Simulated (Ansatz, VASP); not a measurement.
## TaN (TaN strained to the junction's net): VASP beside Ansatz

Aim: how closely do two programs agree when they are given the same cell, functional and k mesh? The cell is generated by rule, not measured, and may not be a known phase. The structure shown is the end of the Ansatz relaxation below.

Program: Ansatz 0.2.0. Level of theory: plane waves, with VASP 6.6.1 beside it; single point at PBE. Results are calculated unless marked as measured.

**1. Set-up**

Symmetry: I4/mmm, No. 139, tetragonal system. Conventional cell: a = 3.150 Å, b = 3.150 Å, c = 4.409 Å, α = 90.00°, β = 90.00°, γ = 90.00°. Nearest to N lie 6 Ta at 2.20 to 2.23 Å. Ta has 6 N at 2.20 to 2.23 Å nearest. Farther neighbours and most contacts between anions are not listed.

As a file:

```cif
data_structure
_symmetry_space_group_name_H-M 'I4/mmm'
_symmetry_Int_Tables_number 139
_cell_length_a 3.1500
_cell_length_b 3.1500
_cell_length_c 4.4089
_cell_angle_alpha 90.000
_cell_angle_beta 90.000
_cell_angle_gamma 90.000
_cell_volume 43.75
loop_
_atom_site_label
_atom_site_type_symbol
_atom_site_symmetry_multiplicity
_atom_site_Wyckoff_symbol
_atom_site_fract_x
_atom_site_fract_y
_atom_site_fract_z
_atom_site_occupancy
N1 N 2 a 0.00000 0.00000 0.00000 1
Ta1 Ta 2 b 0.00000 0.00000 0.50000 1
```

**2. Ansatz: relaxation, PBE**

Ansatz runs on its default PAW (the set named soft_2) files.

This run makes the geometry at which the two programs are then compared.

input.yaml

```yaml
crystal:
  lattice:
    - [3.15, 0.0, 0.0]
    - [0.0, 3.15, 0.0]
    - [0.0, 0.0, 4.395659095]
  atoms:
    - { symbol: "N", position: [0.0, 0.0, 0.0] }
    - { symbol: Ta, position: [0.5, 0.5, 0.0] }
    - { symbol: "N", position: [0.5, 0.5, 0.5] }
    - { symbol: Ta, position: [0.0, 0.0, 0.5] }
kpoints:
  mp_grid: { grid: [10, 10, 7] }
scf:
  occupations: { method: fermi_dirac, width: 0.1 }
  max_iter: 150
hamiltonian:
  xc: pbe
relax:
  f_tol: 0.01
  max_steps: 40
  cell: { fix: [a, b, angles] }
```

Command:

```sh
$ ansatz run input.yaml --threads 4 --pin off --max-ram 12288MiB --backend cpu --events-out ev --progress --plain --runs-dir out
```

Numbers of over 12 decimals in the logs are rounded to 6 here.

The log of the run:

```text
Engine: ansatz 0.2.0, aarch64-unknown-linux-gnu
Pseudopotentials: kind: paw
Pseudopotential: N, paw, valence charge 5, recommended cutoff 420 eV (normal), N.paw.azcp
Pseudopotential: Ta, paw, valence charge 13, recommended cutoff 420 eV (normal), Ta.paw.azcp
Functional definition: PBE
  parameter kappa = 0.804
  parameter beta = 0.066725
  exchange = pbe_x(kappa = kappa, mu = beta*pi^2/3)
  correlation = pbe_c(beta = beta)
Crystal: 4 atoms, lattice volume = 43.616 Å³
Basis set: ecut = 420 eV, 855 PW (Γ), exchange–correlation on 48×48×60 points (8 copies of the dense FFT grid, shifted against one another)
Bands: 22, of which v1, the nominal top of the filled ones, is band 18 counted from 1 (17 counted from 0)
Symmetry: 32 space group operations
Space group: I4/mmm (ITA 139), of the structure as read, at distance tolerance 3.5e-5 Å
k-points: 84 of 700
Non-local potential: N, projectors of the file, l = 0: 2, l = 1: 2, l = 2: 1
Non-local potential: Ta, projectors of the file, l = 0: 3, l = 1: 2, l = 2: 2, l = 3: 1
PAW form: soft (Blöchl's): semilocal exchange-correlation on the pseudo side does not see the compensation charge
PAW one-centre angular grid: N, 110 points (default); XC on 64 Gauss nodes
PAW one-centre angular grid: Ta, 590 points (default); XC on 64 Gauss nodes
Initial density: superposition of atomic densities (neutral atoms: chi_scale 0, normalization atom), corrected by the library's trained network
Initial wavefunctions: pseudopotential atomic-orbital guess
Functional: x = pbe(κ = 0.804, μ = 0.219515), c = pbe(β = 0.066725)
SCF iter   1: F=—  HF=-20635.858868 eV  |F-HF|=—  |Δ(HF+E_count)|=         —  Δρ=1.91e-3  dr2=7.10e-4  ethr=1.77e-3  ⟨swp⟩=5.3  Hψ=17465  notcnv=0
automatic band count: the SCF goes on with 26 bands, as 22 were too few: the levels above may hold too much charge
preconditioner: auto → Kerker (q_TF=auto, 2.642 Å⁻¹)  [metal: Δε(μ)=0.051 eV  Ē_g=10.799 eV  σ=0.100 eV  W_gap=0.13  n_scr=14 (ndim 8)  ℏωp=25.1 eV  f_vac=0.000  D(μ)=1.51/eV (n_scr^D=14)]
SCF iter   2: F=—  HF=-20635.858814 eV  |F-HF|=—  |Δ(HF+E_count)|=   5.39e-5  Δρ=1.10e-3  dr2=2.33e-4  ethr=1.97e-6  ⟨swp⟩=2.4  Hψ=4341  notcnv=0
SCF iter   3: F=—  HF=-20635.859013 eV  |F-HF|=—  |Δ(HF+E_count)|=   1.99e-4  Δρ=1.71e-4  dr2=1.02e-5  ethr=6.47e-7  ⟨swp⟩=2.6  Hψ=3539  notcnv=0
SCF iter   4: F=—  HF=-20635.859240 eV  |F-HF|=—  |Δ(HF+E_count)|=   2.27e-4  Δρ=7.54e-5  dr2=1.29e-6  ethr=2.84e-8  ⟨swp⟩=2.1  Hψ=3313  notcnv=0
iter 5 did not close the SCF: its close was put off for the readings that it lacked (scf_convergence_deferred on its scf_iter line)
SCF iter   5: F=-20635.859240 eV  HF=-20635.859240 eV  |F-HF|=7.29e-9  |Δ(HF+E_count)|=   2.48e-7  Δρ=8.69e-6  dr2=1.26e-8  ethr=3.57e-9  ⟨swp⟩=2.2  Hψ=3600  notcnv=0
SCF iter   6: F=-20635.859240 eV  HF=-20635.859240 eV  |F-HF|=3.35e-10  |Δ(HF+E_count)|=   8.32e-9  Δρ=2.32e-6  dr2=8.82e-10  ethr=3.50e-11  ⟨swp⟩=2.0  Hψ=6497  notcnv=0
SCF 1 converged in 6 iterations: F = -20635.859240 eV  dr2 = 8.82e-10
  greatest PAW one-centre occupation: 0.999 electrons in one spin orbital (limit 2), on the Ta atom at site 3 (counted from 0), in its partial waves of l = 0
relax step   1: F+E_penalty+E_count = -20635.85924028 eV  Δ(F+E_penalty+E_count) = +0.000e0 eV  max|allowed force component| = 2.773e-30 eV/Å  Δτ_max = 0.0000 Å  P = -3.727 GPa  Ω = 43.616 Å³  fix = [a, b, alpha, beta, gamma]  reactions: a -6.732, b -6.732 GPa  (6 SCF iters, dr2 threshold 1.00e-7 eV, accepted)
[...]
relax step   2: F+E_penalty+E_count = -20635.85971838 eV  Δ(F+E_penalty+E_count) = -4.781e-4 eV  max|allowed force component| = 4.215e-30 eV/Å  Δτ_max = 0.0000 Å  P = -4.833 GPa  Ω = 43.760 Å³  energy of the carried Pulay correction = -4.460e-4 eV  fix = [a, b, alpha, beta, gamma]  reactions: a -7.141, b -7.141 GPa  (6 SCF iters, dr2 threshold 4.00e-7 eV, accepted)
[...]
relax step   3: F+E_penalty+E_count = -20635.85976553 eV  Δ(F+E_penalty+E_count) = -4.715e-5 eV  max|allowed force component| = 2.347e-29 eV/Å  Δτ_max = 0.0000 Å  P = -4.738 GPa  Ω = 43.748 Å³  energy of the carried Pulay correction = -4.074e-4 eV  fix = [a, b, alpha, beta, gamma]  reactions: a -7.106, b -7.106 GPa  (6 SCF iters, dr2 threshold 1.17e-7 eV, accepted)
[...]
relax step   4: F+E_penalty+E_count = -20635.86020426 eV  Δ(F+E_penalty+E_count) = -4.387e-4 eV  max|allowed force component| = 3.570e-29 eV/Å  Δτ_max = 0.0000 Å  P = -4.723 GPa  Ω = 43.748 Å³  fix = [a, b, alpha, beta, gamma]  reactions: a -7.096, b -7.096 GPa  stress off target by 2.34e-2 GPa on what of the cell is left free  SCF on the basis re-selected at this cell (its energy is not comparable with the rows above)  (9 SCF iters)
basis re-selected at this cell: Δ(F+E_penalty+E_count) = -4.387e-4 eV, ΔP = +0.015 GPa vs the last step (what re-selecting the basis moved, of the pressure what is left beyond the Pulay correction that the steps carried, after the strain that the cell walked since its last selection, with what the two solves' SCF thresholds leave and, on support functions, any second-order correction that the steps lacked; it is no m [...]
SCF converged after 9 iterations
Free energy (F): -20635.860204 eV
Harris-Foulkes:  -20635.860204 eV  (|F-HF|=1.46e-11)
Internal energy: -20635.809973 eV  (E = F + TS)
E sigma→0 (E₀):  -20635.835089 eV
Entropy (-TS):   -0.050231 eV (-12.558 meV/atom)
Fermi energy:    21.023310 eV
--- Per-component energies (eV) ---
  E_band       = -109.625567
  E_kinetic    = 998.619293
  E_local      = -1204.948246  (includes V_loc(G=0)·N_el)
  E_nonlocal   = 119.224082
  E_hartree    = 403.101385
  E_xc         = -559.249710
  E_vxc        = -563.960850  (∫ρ·V_xc dr)
  E_paw        = -17048.109041  (= ΣΔE_a)
  E_vpaw       = -264.763019  (= ΣTr[D̂ρ^β])
  E_aug_tail   = 0.000404  (compensation charges beyond the density's cutoff)
  E_ewald      = -3344.448139
  E_smearing   = -0.050231  (= −TS)
  E_closure    = 0.000000  (closes the sum)
  Σ components = -20635.860204   (vs F -20635.860204, Δ=0.00e0)
--- Forces (eV/Å), atoms counted from 1 ---
  atom   1  N     -0.00000000    -0.00000000    -0.00000000
  atom   2  Ta     0.00000000    -0.00000000    -0.00000000
  atom   3  N     -0.00000000    -0.00000000    -0.00000000
  atom   4  Ta     0.00000000    -0.00000000    -0.00000000
  max |Σ_I F_I| component: 1.11e-28 eV/Å
--- Stress (GPa, compression-positive) ---
       -7.096357       0.000000       0.000000
        0.000000      -7.096357       0.000000
        0.000000       0.000000       0.023424
  P = ⅓ Tr σ = -4.7231 GPa (-47.231 kbar)
--- Relaxed structure (3 steps of the walk, 3 accepted, 1 SCFs on fresh bases) ---
  F+E_penalty+E_count = -20635.86020426 eV   max|allowed force component| = 3.570e-29 eV/Å   (the final SCF, on the basis selected at the relaxed cell)
  cell:  # Å, volume = 43.7478 Å³
    - [3.15, 0.0, 0.0]
    - [0.0, 3.15, 0.0]
    - [0.0, 0.0, 4.408948]
  atoms:
    - { symbol: N, position: [0, 0.0, 0.0] }
    - { symbol: Ta, position: [0.500000, 0.500000, 0.0] }
    - { symbol: N, position: [0.500000, 0.500000, 0.5] }
    - { symbol: Ta, position: [0.0, 0.0, 0.5] }
```

The column dr2 measures how far the density is from self-consistency, as an energy; F and HF (Harris–Foulkes) agree once it is small.

**3. VASP: single point, PBE**

The same cell, functional, mesh and smearing now go to VASP, with its own data sets.

Lines of VASP's logs that name or quote its potential files are left out, and so is its time.

INCAR

```
SYSTEM = TaN
PREC = Accurate
ENCUT = 600
EDIFF = 1E-06
NELM = 120
ISMEAR = -1
SIGMA = 0.1
LREAL = .FALSE.
ALGO = Normal
GGA = PE
NBANDS = 22
LASPH = .TRUE.
LORBIT = 11
LWAVE = .FALSE.
LCHARG = .FALSE.
ISIF = 2
GGA_COMPAT = .FALSE.
```

POSCAR

```
TaN
1.0
    3.1500000000      0.0000000000      0.0000000000
    0.0000000000      3.1500000000      0.0000000000
    0.0000000000      0.0000000000      4.4089484075
N Ta
2 2
Direct
    0.0000000000      0.0000000000      0.0000000000
    0.5000000000      0.5000000000      0.5000000000
    0.5000000000      0.5000000000      0.0000000000
    0.0000000000      0.0000000000      0.5000000000
```

KPOINTS

```
Automatic mesh
0
Gamma
10 10 7
0 0 0
```

Potentials, in the order of the species: N and Ta_pv (PBE family, release 64).

Command:

```sh
$ mpirun -np 1 vasp_std
```

The log of the run:

```text
[banner, memory and clock lines left out]
running    1 mpi-ranks, on    1 nodes
 distrk:  each k-point on    1 cores,    1 groups
 distr:  one band on    1 cores,    1 groups

 POSCAR found type information on POSCAR N Ta
 POSCAR found :  2 types and       4 ions
 LDA part: xc-table for (Slater+PW92), standard interpolation
 POSCAR, INCAR and KPOINTS ok, starting setup
 FFT: planning ... GRIDC
 FFT: planning ... GRID_SOFT
 FFT: planning ... GRID
 WAVECAR not read
 entering main loop
       N       E                     dE             d eps       ncg     rms          rms(c)
DAV:   1     0.280876035367E+03    0.28088E+03   -0.19315E+04  3696   0.172E+03
DAV:   2    -0.335501347823E+02   -0.31443E+03   -0.30153E+03  4322   0.465E+02
DAV:   3    -0.494065012539E+02   -0.15856E+02   -0.15388E+02  4684   0.954E+01
DAV:   4    -0.497459697563E+02   -0.33947E+00   -0.33499E+00  4578   0.132E+01
DAV:   5    -0.497546103216E+02   -0.86406E-02   -0.86302E-02  4708   0.153E+00    0.321E+01
DAV:   6    -0.438982924076E+02    0.58563E+01   -0.30508E+01  4426   0.368E+01    0.140E+01
DAV:   7    -0.437411172298E+02    0.15718E+00   -0.14441E+00  4310   0.783E+00    0.829E+00
DAV:   8    -0.436964448389E+02    0.44672E-01   -0.25399E-01  4382   0.372E+00    0.857E-01
DAV:   9    -0.436868512688E+02    0.95936E-02   -0.47141E-02  4512   0.122E+00    0.235E-01
DAV:  10    -0.436868225891E+02    0.28680E-04   -0.41783E-03  4470   0.552E-01    0.930E-02
DAV:  11    -0.436866570119E+02    0.16558E-03   -0.50429E-04  4596   0.166E-01    0.206E-02
DAV:  12    -0.436866561245E+02    0.88742E-06   -0.70528E-05  4448   0.538E-02    0.667E-03
DAV:  13    -0.436866552177E+02    0.90685E-06   -0.38951E-06  4256   0.128E-02
   1 F= -.43686655E+02 E0= -.43661512E+02  d E =-.502867E-01
```

Parts of OUTCAR (step 3):

```text
ion  position               nearest neighbor table
   1  0.000  0.000  0.000-   4 2.20   4 2.20   3 2.23   3 2.23   3 2.23   3 2.23
   2  0.500  0.500  0.500-   3 2.20   3 2.20   4 2.23   4 2.23   4 2.23   4 2.23
   3  0.500  0.500  0.000-   2 2.20   2 2.20   1 2.23   1 2.23   1 2.23   1 2.23   4 3.13   4 3.13
                             4 3.13   4 3.13   4 3.13   4 3.13   4 3.13   4 3.13
   4  0.000  0.000  0.500-   1 2.20   1 2.20   2 2.23   2 2.23   2 2.23   2 2.23   3 3.13   3 3.13
                             3 3.13   3 3.13   3 3.13   3 3.13   3 3.13   3 3.13

  LATTYP: Found a simple tetragonal cell.
 ALAT       =     3.1500000000
 C/A-ratio  =     1.3996661611

 Subroutine GETGRP returns: Found 16 space group operations
 (whereof 16 operations were pure point group operations)

The static configuration has the point symmetry D_4h.

 Found     84 irreducible k-points:

   k-points           NKPTS =     84   k-points in BZ     NKDIM =     84   number of bands    NBANDS=     22

   dimension x,y,z NGX =    28 NGY =   28 NGZ =   36
   dimension x,y,z NGXF=    56 NGYF=   56 NGZF=   72

   ENCUT  =  600.0 eV  44.10 Ry    6.64 a.u.   6.29  6.29  8.81*2*pi/ulx,y,z

   NELECT =      32.0000    total number of electrons

 k-points in reciprocal lattice and weights: Automatic mesh
   0.00000000  0.00000000  0.00000000       0.001
   0.10000000  0.00000000  0.00000000       0.006
   0.20000000  0.00000000  0.00000000       0.006
   0.30000000  0.00000000  0.00000000       0.006
   0.40000000  0.00000000  0.00000000       0.006
   0.50000000  0.00000000  0.00000000       0.003
   0.10000000  0.10000000  0.00000000       0.006
   0.20000000  0.10000000  0.00000000       0.011
   0.30000000  0.10000000  0.00000000       0.011
[...]
0.50000000  0.40000000  0.42857143       0.011
   0.50000000  0.50000000  0.42857143       0.003

 average (electrostatic) potential at core
       1 -61.5175       2 -61.5175       3 -35.2149       4 -35.2149

 E-fermi :   9.1962

 k-point     1 :       0.0000    0.0000    0.0000
  band No.  band energies     occupation
    ...
     15       5.5121      2.00000
     16       7.1608      2.00000
     17       7.1608      2.00000
     18       7.2748      2.00000
     19       9.2122      0.92031
     20       9.3253      0.43143
     21      10.5413      0.00000
     22      11.2564      0.00000

 k-point     2 :       0.1000    0.0000    0.0000
  band No.  band energies     occupation
    ...
     14       5.1548      2.00000
     15       5.2422      2.00000
     16       7.2687      2.00000
     17       7.4213      2.00000
     18       7.7297      2.00000
     19       9.6949      0.01356
     20      10.0457      0.00041
     21      10.9970      0.00000
     22      11.8220      0.00000

 k-point     3 :       0.2000    0.0000    0.0000
  band No.  band energies     occupation
    ...
     14       4.4495      2.00000
     15       6.3388      2.00000
     16       7.5877      2.00000
     17       7.9227      1.99999
     18       8.6331      1.99285
     19      10.1866      0.00010
     20      11.7604      0.00000
     21      11.8841      0.00000
     22      11.9886      0.00000

  Total       -1.7777751     -1.7777751      0.1847364      0.0000000     -0.0000000      0.0000000
  in kB      -65.1075384    -65.1075384      6.7656112      0.0000000     -0.0000000      0.0000000
  external PRESSURE =     -41.1498219 kB  Pullay stress =       0.0000000 kB

  energy-cutoff  :      600.00
  volume of cell :       43.75
      direct lattice vectors                 reciprocal lattice vectors
     3.150000000  0.000000000  0.000000000     0.317460317  0.000000000  0.000000000
     0.000000000  3.150000000  0.000000000     0.000000000  0.317460317  0.000000000
     0.000000000  0.000000000  4.408948407     0.000000000  0.000000000  0.226811454

 POSITION                                       TOTAL-FORCE (eV/Angst)
 -----------------------------------------------------------------------------------
      0.00000      0.00000      0.00000        -0.000000     -0.000000     -0.000000
      1.57500      1.57500      2.20447        -0.000000     -0.000000     -0.000000
      1.57500      1.57500      0.00000         0.000000      0.000000      0.000000
      0.00000      0.00000      2.20447        -0.000000     -0.000000      0.000000
 -----------------------------------------------------------------------------------
    total drift:                                0.000000      0.000000      0.000000

  FREE ENERGIE OF THE ION-ELECTRON SYSTEM (eV)
  ---------------------------------------------------
  free  energy   TOTEN  =       -43.6866552177 eV

  energy  without entropy=      -43.6363684741  energy(sigma->0) =      -43.66151185

 total charge
# of ion       s       p       d       tot
------------------------------------------
    1        1.225   2.511   0.000   3.736
    2        1.225   2.511   0.000   3.736
    3        0.267   6.206   2.410   8.882
    4        0.267   6.206   2.410   8.882
--------------------------------------------------
tot          2.983  17.433   4.821  25.236

[... 3 further parts left out ...]
```

The run ends at a pressure of -4.11 GPa.

**4. Side by side**

Known differences besides the potentials themselves: the data sets hold 36 valence electrons in Ansatz (on its default PAW (the set named soft_2) files) and 32 in VASP; the cutoff is 420 eV in Ansatz and 600 eV in VASP; Ansatz's pressure holds a Pulay correction, VASP's none. Total energies have different zeros and are not compared.

The two programs side by side:

```csv
quantity,Ansatz,VASP,difference
pressure (GPa),-4.72,-4.11,-0.61
```

**5. Summary of results**

* difference in pressure (single point, PBE): -0.61 GPa

The difference in pressure is -0.61 GPa (single point, PBE), within the 1 GPa picked in this series as the mark of a large difference. The data sets hold unlike numbers of valence electrons (36 in Ansatz and 32 in VASP), so part of the differences comes from the potentials. Such differences can come from data sets, numerical settings and the points named under the comparisons, not from the functional's error against experiment.

[Lines on the potential files, build, host, timing and source positions are cut from VASP's logs without a mark.]

[Logs are printed without paths, hosts, clocks, repeated set-up lines and the standing remarks that a program may print on its own settings, such as how far it seeks lower states.]

[Hosts, paths, dates, database ids (printed as entryN), source tags and the programs' standing remarks are cut or masked in the printed files.]
